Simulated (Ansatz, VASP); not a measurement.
# SiHCF (F-SiC-H chair monolayer): VASP beside Ansatz

Aim: how closely do two programs agree when they are given the same cell, functional and k mesh? The cell is taken from a series of runs on this material, whose earlier steps may have relaxed, scaled, displaced or heated it; both programs get it as it stands.

Calculated with Ansatz 0.2.0; plane waves, with VASP 6.6.1 beside it; PBE with D3(BJ).

### Step 1. The starting structure

The cell holds 4 atoms: 1 H, 1 C, 1 Si and 1 F. Its edges and angles: a = 3.116 Å, b = 3.116 Å, c = 21.266 Å, α = 90.0°, β = 90.0°, γ = 120.0°. Vacuum lies along c.

Structure file:

```cif
data_structure
_symmetry_space_group_name_H-M 'P 1'
_symmetry_Int_Tables_number 1
_cell_length_a 3.1158
_cell_length_b 3.1158
_cell_length_c 21.2660
_cell_angle_alpha 90.000
_cell_angle_beta 90.000
_cell_angle_gamma 120.000
_cell_volume 178.80
loop_
_atom_site_label
_atom_site_type_symbol
_atom_site_fract_x
_atom_site_fract_y
_atom_site_fract_z
_atom_site_occupancy
H1 H 0.66667 0.33333 0.42321 1
C2 C 0.66667 0.33333 0.47524 1
Si3 Si 0.33333 0.66667 0.50166 1
F4 F 0.33333 0.66667 0.57679 1
```

### Step 2. Ansatz: single point, PBE with D3(BJ)

Ansatz runs on its PAW soft_1 files.

A single point takes one fixed geometry, so differences don't come from the geometry; what else differs is listed under the comparison.

input.yaml

```yaml
crystal:
  lattice:
    - [3.1158026353, 0.0, 0.0]
    - [-1.5579013177, 2.6983642354, 0.0]
    - [0.0, 0.0, 21.2659629991]
  atoms:
    - { symbol: H, position: [0.6666666667, 0.3333333333, 0.4232114953] }
    - { symbol: C, position: [0.6666666667, 0.3333333333, 0.4752409331] }
    - { symbol: Si, position: [0.3333333333, 0.6666666667, 0.5016580388] }
    - { symbol: F, position: [0.3333333333, 0.6666666667, 0.5767885047] }
kpoints:
  mp_grid: { grid: [18, 18, 1] }
  band_path:
    path: [[0, 0, 0], [0.5, 0, 0], [0.33333333, 0.33333333, 0], [0, 0, 0]]
    npoints: 16
hamiltonian:
  xc: pbe
  dispersion: d3bj
  pseudopotentials: { kind: paw, azcp: { folder: soft_1 } }
scf:
  occupations: { method: fermi_dirac, width: 0.02585 }
  convergence: { dr2_threshold: 1.0e-10 }
efield:
  axis: 3
  dipole_correction: true
  ramp_position: 0.97
  ramp_width: 0.06
  amplitude: 0
output:
  dos: { projected: true, e_range: [-6, 5] }
  write_potential: true
  write_density: true
  volumetric_format: npy
  elf: true
```

Started as:

```sh
$ ansatz run input.yaml --threads 2 --pin off --max-ram 3072MiB --backend cpu --events-out ev --progress --plain --runs-dir out
```

Numbers of over 12 decimals in the logs are rounded to 6 here.

The log of the run:

```text
Engine: ansatz 0.2.0, aarch64-unknown-linux-gnu
Pseudopotentials: kind: paw
Pseudopotential: H, paw, valence charge 1, recommended cutoff 420 eV (normal), soft_1/H.paw.azcp
Pseudopotential: C, paw, valence charge 4, recommended cutoff 420 eV (normal), soft_1/C.paw.azcp
Pseudopotential: Si, paw, valence charge 4, recommended cutoff 420 eV (normal), soft_1/Si.paw.azcp
Pseudopotential: F, paw, valence charge 7, recommended cutoff 420 eV (normal), soft_1/F.paw.azcp
Functional definition: PBE
  parameter kappa = 0.804
  parameter beta = 0.066725
  exchange = pbe_x(kappa = kappa, mu = beta*pi^2/3)
  correlation = pbe_c(beta = beta)
Crystal: 4 atoms, lattice volume = 178.795 Å³
Basis set: ecut = 420 eV, 3467 PW (Γ)
Bands: 12, of which v1, the nominal top of the filled ones, is band 8 counted from 1 (7 counted from 0)
Symmetry: 6 space group operations
Space group: P3m1 (ITA 156), of the structure as read, at distance tolerance 5.6e-5 Å
k-points: 37 of 324 (time reversal used)
Non-local potential: H, projectors of the file, l = 0: 2, l = 1: 1
Non-local potential: C, projectors of the file, l = 0: 2, l = 1: 2, l = 2: 1
Non-local potential: Si, projectors of the file, l = 0: 2, l = 1: 2, l = 2: 1
Non-local potential: F, projectors of the file, l = 0: 2, l = 1: 2, l = 2: 1
PAW form: soft (Blöchl's): semilocal exchange-correlation on the pseudo side does not see the compensation charge
PAW one-centre angular grid: H, 110 points (default); XC on 64 Gauss nodes
PAW one-centre angular grid: C, 110 points (default); XC on 64 Gauss nodes
PAW one-centre angular grid: Si, 110 points (default); XC on 64 Gauss nodes
PAW one-centre angular grid: F, 110 points (default); XC on 64 Gauss nodes
Initial density: superposition of atomic densities (neutral atoms: chi_scale 0, normalization atom)
Initial wavefunctions: pseudopotential atomic-orbital guess
Functional: x = pbe(κ = 0.804, μ = 0.219515), c = pbe(β = 0.066725)
SCF iter   1: F=—  HF=-1715.822678 eV  |F-HF|=—  |Δ(HF+E_count)|=         —  Δρ=6.51e-2  dr2=8.96e0  ethr=3.10e-3  p=0.000 e·Å  D=1.05e-8 V/Å  ΔV_dip=-0.00 eV  dr2_dipole=9.95e-2  V_vac-E_F(+/−)=7.56/7.56 eV  ⟨swp⟩=9.0  Hψ=3954  notcnv=0
efield: sawtooth ramp at fractional position 0.9700 (set: `efield.ramp_position`, or a place that a band, a saddle search or an elastic batch's reference lends), width 0.0600; the density the first Hamiltonian is built on has a dipole p = 0.000 e·Å; the dipole correction subtracts the counter field D = 1.05e-8 V/Å, which shifts the + side's vacuum level by -0.00 eV against the − side's; the planar-averaged density in the ramp window peaks in size at 1.7e-6 e/Å³
preconditioner: auto → none  [insulator: Δε(μ)=6.590 eV  Ē_g=13.788 eV  σ=0.026 eV  W_gap=1.00  n_scr=12 (ndim 8)  ℏωp=10.4 eV  f_vac=0.709  D(μ)=0.00/eV (n_scr^D=0)  ε∞_Penn≈1.6]
SCF iter   2: F=—  HF=-1713.181197 eV  |F-HF|=—  |Δ(HF+E_count)|=    2.64e0  Δρ=3.03e-2  dr2=9.58e-1  ethr=3.10e-3  p=-0.222 e·Å  D=-2.24e-1 V/Å  ΔV_dip=4.77 eV  dr2_dipole=2.68e-2  V_vac-E_F(+/−)=7.39/2.61 eV  ⟨swp⟩=4.3  Hψ=1678  notcnv=0
SCF iter   3: F=—  HF=-1712.969131 eV  |F-HF|=—  |Δ(HF+E_count)|=   2.12e-1  Δρ=1.08e-2  dr2=1.95e-1  ethr=3.10e-3  p=-0.130 e·Å  D=-1.32e-1 V/Å  ΔV_dip=2.81 eV  dr2_dipole=2.02e-2  V_vac-E_F(+/−)=6.05/3.24 eV  ⟨swp⟩=3.8  Hψ=1255  notcnv=0
SCF iter   4: F=—  HF=-1712.947937 eV  |F-HF|=—  |Δ(HF+E_count)|=   2.12e-2  Δρ=6.79e-3  dr2=9.38e-2  ethr=1.22e-3  p=-0.225 e·Å  D=-2.28e-1 V/Å  ΔV_dip=4.84 eV  dr2_dipole=8.60e-3  V_vac-E_F(+/−)=7.42/2.58 eV  ⟨swp⟩=4.9  Hψ=1313  notcnv=0
SCF iter   5: F=—  HF=-1712.927155 eV  |F-HF|=—  |Δ(HF+E_count)|=   2.08e-2  Δρ=1.25e-3  dr2=2.79e-3  ethr=5.86e-4  p=-0.205 e·Å  D=-2.07e-1 V/Å  ΔV_dip=4.41 eV  dr2_dipole=2.66e-4  V_vac-E_F(+/−)=6.95/2.54 eV  ⟨swp⟩=3.1  Hψ=867  notcnv=0
SCF iter   6: F=—  HF=-1712.926862 eV  |F-HF|=—  |Δ(HF+E_count)|=   2.92e-4  Δρ=2.70e-4  dr2=1.10e-4  ethr=1.74e-5  p=-0.200 e·Å  D=-2.02e-1 V/Å  ΔV_dip=4.30 eV  dr2_dipole=9.93e-7  V_vac-E_F(+/−)=6.85/2.54 eV  ⟨swp⟩=2.9  Hψ=1024  notcnv=0
SCF iter   7: F=—  HF=-1712.926875 eV  |F-HF|=—  |Δ(HF+E_count)|=   1.23e-5  Δρ=7.33e-5  dr2=1.71e-5  ethr=6.90e-7  p=-0.199 e·Å  D=-2.01e-1 V/Å  ΔV_dip=4.28 eV  dr2_dipole=2.69e-6  V_vac-E_F(+/−)=6.84/2.56 eV  ⟨swp⟩=2.1  Hψ=695  notcnv=0
SCF iter   8: F=—  HF=-1712.926873 eV  |F-HF|=—  |Δ(HF+E_count)|=   2.08e-6  Δρ=2.28e-5  dr2=3.96e-7  ethr=1.07e-7  p=-0.199 e·Å  D=-2.02e-1 V/Å  ΔV_dip=4.29 eV  dr2_dipole=1.08e-8  V_vac-E_F(+/−)=6.85/2.56 eV  ⟨swp⟩=2.7  Hψ=679  notcnv=0
SCF iter   9: F=—  HF=-1712.926868 eV  |F-HF|=—  |Δ(HF+E_count)|=   4.61e-6  Δρ=3.54e-6  dr2=1.76e-8  ethr=2.48e-9  p=-0.199 e·Å  D=-2.02e-1 V/Å  ΔV_dip=4.29 eV  dr2_dipole=1.24e-10  V_vac-E_F(+/−)=6.85/2.56 eV  ⟨swp⟩=2.1  Hψ=725  notcnv=0
SCF iter  10: F=—  HF=-1712.926868 eV  |F-HF|=—  |Δ(HF+E_count)|=   3.10e-9  Δρ=8.93e-7  dr2=7.69e-10  ethr=1.10e-10  p=-0.199 e·Å  D=-2.02e-1 V/Å  ΔV_dip=4.29 eV  dr2_dipole=1.80e-11  V_vac-E_F(+/−)=6.85/2.56 eV  ⟨swp⟩=2.2  Hψ=708  notcnv=0
SCF iter  11: F=-1712.926868 eV  HF=-1712.926868 eV  |F-HF|=5.50e-11  |Δ(HF+E_count)|=  5.73e-10  Δρ=1.97e-7  dr2=8.20e-11  ethr=1.00e-12  p=-0.199 e·Å  D=-2.02e-1 V/Å  ΔV_dip=4.29 eV  dr2_dipole=5.05e-12  V_vac-E_F(+/−)=6.85/2.56 eV  ⟨swp⟩=5.4  Hψ=2263  notcnv=0
SCF 1 converged in 11 iterations: F = -1712.926868 eV  dr2 = 8.20e-11
  greatest PAW one-centre occupation: 0.932 electrons in one spin orbital (limit 2), on the F atom at site 3 (counted from 0), in its partial waves of l = 0
NSCF: frozen V_eff on 49 k-points
efield: sawtooth ramp at fractional position 0.9700 (kept from the solve that this one continues, or follows in the run), width 0.0600; the density the first Hamiltonian is built on has a dipole p = -0.199 e·Å; the dipole correction subtracts the counter field D = -2.02e-1 V/Å, which shifts the + side's vacuum level by +4.29 eV against the − side's; the planar-averaged density in the ramp window peaks in size at 4.2e-6 e/Å³
WARN: The output density's exchange-correlation potential varies sharply where the density is thin. Do not read a vacuum level from v_tot or v_xc, or from such a field of the output density. On a cell that repeats whose density bears no net charge and no dipole along the vacuum's axis use v_es (v_loc + v_h of the components); under efield.dipole_correction with no amplitude use v_es + v_field, which holds any externa [...]
SCF converged after 11 iterations
Free energy (F): -1712.926868 eV
Harris-Foulkes:  -1712.926868 eV  (|F-HF|=5.50e-11)
Internal energy: -1712.926868 eV  (E = F + TS)
E sigma→0 (E₀):  -1712.926868 eV
Fermi energy:    -2.321351 eV
Dipole field:    D = -0.201834 V/Å  (p = -0.199429 e·Å, saw-weighted, corrected)
Work function:   Φ+ = 6.8477 eV   Φ− = 2.5554 eV
Levels:          The Fermi level and band energies are counted from a zero that moves with the ramp; work functions are not
--- Per-component energies (eV) ---
  E_band       = -181.134226
  E_kinetic    = 344.367317
  E_local      = -7248.329511  (includes V_loc(G=0)·N_el)
  E_nonlocal   = 132.472775
  E_hartree    = 3444.818534
  E_xc         = -190.736165
  E_vxc        = -217.718531  (∫ρ·V_xc dr)
  E_paw        = -817.305703  (= ΣΔE_a)
  E_vpaw       = -83.184257  (= ΣTr[D̂ρ^β])
  E_aug_tail   = -0.000276  (compensation charges beyond the density's cutoff)
  E_efield     = 0.020126  (sawtooth field / dipole correction)
  E_vefield    = 1.621185  (∫n·V_field dr)
  E_ewald      = 2622.127817
  E_disp       = -0.361781  (pairwise vdW)
  E_smearing   = -0.000000  (= −TS)
  E_closure    = -0.000000  (closes the sum)
  Σ components = -1712.926868   (vs F -1712.926868, Δ=0.00e0)
--- Band table (eV; the first three rows and the last of 37) ---
  k-point 0: bands = [... 4 lower, -7.1478, -7.1478, -4.0776, -4.0776, -0.5788, 0.7871, 1.3438, 2.1804]
  k-point 1: bands = [... 4 lower, -7.1701, -7.1605, -4.3235, -4.1347, -0.5179, 0.8505, 1.4915, 2.2627]
  k-point 2: bands = [... 4 lower, -7.2320, -7.1974, -4.9418, -4.2904, -0.3377, 1.0389, 1.7598, 2.4871]
  k-point 36: bands = [... 4 lower, -8.8891, -8.2923, -7.1429, -6.7067, 2.6968, 3.0345, 4.4105, 5.4903]
```

The column dr2 measures how far the density is from self-consistency, as an energy; F and HF (Harris–Foulkes) agree once it is small.

### Step 3. VASP: single point, PBE with D3(BJ)

The same cell, functional, mesh and smearing now go to VASP, with its own data sets.

Lines of VASP's logs that name or quote its potential files are left out, and so is its time.

INCAR

```
SYSTEM = SiHCF
PREC = Accurate
ENCUT = 520
EDIFF = 1E-06
NELM = 120
ISMEAR = -1
SIGMA = 0.02585
LREAL = .FALSE.
ALGO = Normal
GGA = PE
IVDW = 12
NBANDS = 14
LORBIT = 11
LWAVE = .FALSE.
LCHARG = .FALSE.
ISIF = 2
LDIPOL = .TRUE.
IDIPOL = 3
DIPOL = 0.5 0.5 0.494
LVHAR = .TRUE.
LASPH = .TRUE.
GGA_COMPAT = .FALSE.
EFERMI = MIDGAP
NELMDL = -8
```

POSCAR

```
SiHCF
1.0
    3.1158026353      0.0000000000      0.0000000000
   -1.5579013177      2.6983642354      0.0000000000
    0.0000000000      0.0000000000     21.2659629991
H C Si F
1 1 1 1
Direct
    0.6666666667      0.3333333333      0.4232114953
    0.6666666667      0.3333333333      0.4752409331
    0.3333333334      0.6666666666      0.5016580388
    0.3333333334      0.6666666666      0.5767885047
```

KPOINTS

```
Automatic mesh
0
Gamma
18 18 1
0 0 0
```

PAW data sets: H, C, Si and F (PBE family, release 64).

Started as:

```sh
$ mpirun -np 1 vasp_std
```

The log of the run:

```text
[banner, memory and clock lines left out]
running    1 mpi-ranks, on    1 nodes
 distrk:  each k-point on    1 cores,    1 groups
 distr:  one band on    1 cores,    1 groups

 POSCAR found type information on POSCAR H C SiF
 POSCAR found :  4 types and       4 ions
 LDA part: xc-table for (Slater+PW92), standard interpolation
 POSCAR, INCAR and KPOINTS ok, starting setup
 FFT: planning ... GRIDC
 FFT: planning ... GRID_SOFT
 FFT: planning ... GRID
 WAVECAR not read
 entering main loop
       N       E                     dE             d eps       ncg     rms          rms(c)
DAV:   1     0.131889484945E+03    0.13189E+03   -0.59000E+03  1060   0.841E+02
DAV:   2    -0.111721108234E+02   -0.14306E+03   -0.13003E+03  1726   0.198E+02
DAV:   3    -0.268140067871E+02   -0.15642E+02   -0.15520E+02  1420   0.803E+01
DAV:   4    -0.271346568816E+02   -0.32065E+00   -0.32016E+00  1318   0.133E+01
DAV:   5    -0.271415493206E+02   -0.68924E-02   -0.68877E-02  1420   0.178E+00
DAV:   6    -0.271417745554E+02   -0.22523E-03   -0.22521E-03  1332   0.326E-01
DAV:   7    -0.271417844634E+02   -0.99080E-05   -0.99014E-05  1498   0.598E-02
DAV:   8    -0.271417848540E+02   -0.39053E-06   -0.39054E-06  1312   0.102E-02    0.109E+01
DAV:   9    -0.243542062357E+02    0.27876E+01   -0.62374E+00  1372   0.177E+01    0.523E+00
DAV:  10    -0.242294405739E+02    0.12477E+00   -0.11461E+00  1444   0.607E+00    0.226E+00
DAV:  11    -0.241810043858E+02    0.48436E-01   -0.58255E-02  1366   0.166E+00    0.995E-01
DAV:  12    -0.241564188399E+02    0.24586E-01   -0.18447E-02  1320   0.122E+00    0.202E-01
DAV:  13    -0.241543197536E+02    0.20991E-02   -0.24787E-03  1404   0.351E-01    0.115E-01
DAV:  14    -0.241513674226E+02    0.29523E-02   -0.16760E-03  1366   0.331E-01    0.723E-02
[...]
DAV:  19    -0.241528883362E+02   -0.30318E-03   -0.20939E-05  1126   0.300E-02    0.628E-03
DAV:  20    -0.241530463022E+02   -0.15797E-03   -0.16018E-05  1126   0.318E-02    0.499E-03
DAV:  21    -0.241531365128E+02   -0.90211E-04   -0.76974E-06  1132   0.147E-02    0.312E-03
DAV:  22    -0.241531486992E+02   -0.12186E-04   -0.43921E-07   952   0.657E-03    0.154E-03
DAV:  23    -0.241531703600E+02   -0.21661E-04   -0.12749E-06   964   0.718E-03    0.137E-03
DAV:  24    -0.241531718153E+02   -0.14553E-05   -0.69024E-08  1004   0.245E-03    0.599E-04
DAV:  25    -0.241531740818E+02   -0.22665E-05   -0.14909E-07   866   0.395E-03    0.566E-04
DAV:  26    -0.241531745539E+02   -0.47209E-06   -0.28054E-08   980   0.166E-03
   1 F= -.24514936E+02 E0= -.24514936E+02  d E =0.000000E+00
```

Parts of OUTCAR (step 3):

```text
ion  position               nearest neighbor table
   1  0.667  0.333  0.423-   2 1.11
   2  0.667  0.333  0.475-   1 1.11   3 1.88   3 1.88   3 1.88
   3  0.333  0.667  0.502-   4 1.60   2 1.88   2 1.88   2 1.88
   4  0.333  0.667  0.577-   3 1.60

  LATTYP: Found a hexagonal cell.
 ALAT       =     3.1158026353
 C/A-ratio  =     6.8251957804

 Subroutine GETGRP returns: Found  6 space group operations
 (whereof  6 operations were pure point group operations)

The static configuration has the point symmetry C_3v.

 Found     37 irreducible k-points:

   k-points           NKPTS =     37   k-points in BZ     NKDIM =     37   number of bands    NBANDS=     14

   dimension x,y,z NGX =    24 NGY =   24 NGZ =  160
   dimension x,y,z NGXF=    48 NGYF=   48 NGZF=  320

   ENCUT  =  520.0 eV  38.22 Ry    6.18 a.u.   5.79  5.79 39.54*2*pi/ulx,y,z

   NELECT =      16.0000    total number of electrons

 k-points in reciprocal lattice and weights: Automatic mesh
   0.00000000  0.00000000  0.00000000       0.003
   0.05555556 -0.00000000  0.00000000       0.019
   0.11111111 -0.00000000  0.00000000       0.019
   0.16666667  0.00000000  0.00000000       0.019
   0.22222222 -0.00000000  0.00000000       0.019
   0.27777778 -0.00000000  0.00000000       0.019
   0.33333333 -0.00000000  0.00000000       0.019
   0.38888889  0.00000000  0.00000000       0.019
   0.44444444 -0.00000000  0.00000000       0.019
[...]
0.33333333  0.27777778  0.00000000       0.037
   0.33333333  0.33333333  0.00000000       0.006

 dipolmoment           0.000000      0.000000      0.203625 electrons x Angstroem

 average (electrostatic) potential at core
       1 -41.5184       2 -56.9682       3 -92.6352       4 -83.0555

 E-fermi :  -2.6518

 k-point     1 :       0.0000    0.0000    0.0000
  band No.  band energies     occupation
    ...
      4      -8.3853      2.00000
      5      -7.4246      2.00000
      6      -7.4246      2.00000
      7      -4.4019      2.00000
      8      -4.4019      2.00000
      9      -0.9017      0.00000
     10       0.4568      0.00000
     11       1.0145      0.00000
     12       1.7750      0.00000
     13       2.9314      0.00000
    ...

 k-point     2 :       0.0556   -0.0000    0.0000
  band No.  band energies     occupation
    ...
      4      -8.4027      2.00000
      5      -7.4479      2.00000
      6      -7.4376      2.00000
      7      -4.6474      2.00000
      8      -4.4589      2.00000
      9      -0.8408      0.00000
     10       0.5202      0.00000
     11       1.1606      0.00000
     12       1.8573      0.00000
     13       2.9997      0.00000
    ...

 k-point     3 :       0.1111   -0.0000    0.0000
  band No.  band energies     occupation
    ...
      4      -8.4614      2.00000
      5      -7.5122      2.00000
      6      -7.4750      2.00000
      7      -5.2641      2.00000
      8      -4.6140      2.00000
      9      -0.6606      0.00000
     10       0.7088      0.00000
     11       1.4261      0.00000
     12       2.0809      0.00000
     13       3.1503      0.00000
    ...

 Edisp (eV)   -0.36176

  Total      -0.07841    -0.07841     0.30303     0.00000     0.00000    -0.00000
  in kB      -0.70264    -0.70264     2.71542     0.00000     0.00000    -0.00000
  external pressure =        0.44 kB  Pullay stress =        0.00 kB

  energy-cutoff  :      520.00
  volume of cell :      178.80
      direct lattice vectors                 reciprocal lattice vectors
     3.115802635  0.000000000  0.000000000     0.320944590  0.185297446  0.000000000
    -1.557901318  2.698364235  0.000000000     0.000000000  0.370594891  0.000000000
     0.000000000  0.000000000 21.265962999     0.000000000  0.000000000  0.047023499

 POSITION                                       TOTAL-FORCE (eV/Angst)
 -----------------------------------------------------------------------------------
      1.55790      0.89945      9.00000        -0.000000      0.000000     -0.029247
      1.55790      0.89945     10.10646        -0.000000      0.000000      0.020063
      0.00000      1.79891     10.66824        -0.000000      0.000000     -0.185679
      0.00000      1.79891     12.26596         0.000000     -0.000000      0.194863
 -----------------------------------------------------------------------------------
    total drift:                               -0.000001      0.000000     -0.000809

  FREE ENERGIE OF THE ION-ELECTRON SYSTEM (eV)
  ---------------------------------------------------
  free  energy   TOTEN  =       -24.5149361545 eV

  energy  without entropy=      -24.5149361545  energy(sigma->0) =      -24.51493615

 vacuum level on the upper side and lower side of the slab         4.294        -0.089

 total charge
# of ion       s       p       d       tot
------------------------------------------
    1        0.617   0.046   0.000   0.663
    2        0.839   1.737   0.000   2.576
    3        0.703   0.955   0.000   1.658
    4        1.748   4.389   0.000   6.136
--------------------------------------------------
tot          3.906   7.127   0.000  11.033

[... 3 further parts left out ...]
```

### Step 4. Differences

Known differences besides the potentials themselves: the cutoff is 420 eV in Ansatz and 520 eV in VASP. Total energies have different zeros and are not compared.

Both answers:

| quantity | Ansatz | VASP | difference |
| --- | --- | --- | --- |
| gap on the k mesh (eV) | 3.499 | 3.500 | -0.001 |

A gap on the mesh is an upper bound, since the band edges may lie between its points. Where the cell holds vacuum, a pressure given here is an average over it and none of the material.

### Step 5. What came out

| Property | Result |
| --- | --- |
| difference in gap on the k mesh (single point, PBE with D3(BJ)) | -0.0014 eV |

The difference in gap on the k mesh is -0.0014 eV (single point, PBE with D3(BJ)), within the 0.08 eV picked in this series as the mark of a large difference. How closely two codes agree says nothing of how well the functional describes the real material.

[Lines on the potential files, build, host, timing and source positions are cut from VASP's logs without a mark.]

[Logs are printed without paths, hosts, clocks, repeated set-up lines and the standing remarks that a program may print on its own settings, such as how far it seeks lower states.]

[Hosts, paths, dates, database ids (printed as entryN), source tags and the programs' standing remarks are cut or masked in the printed files.]
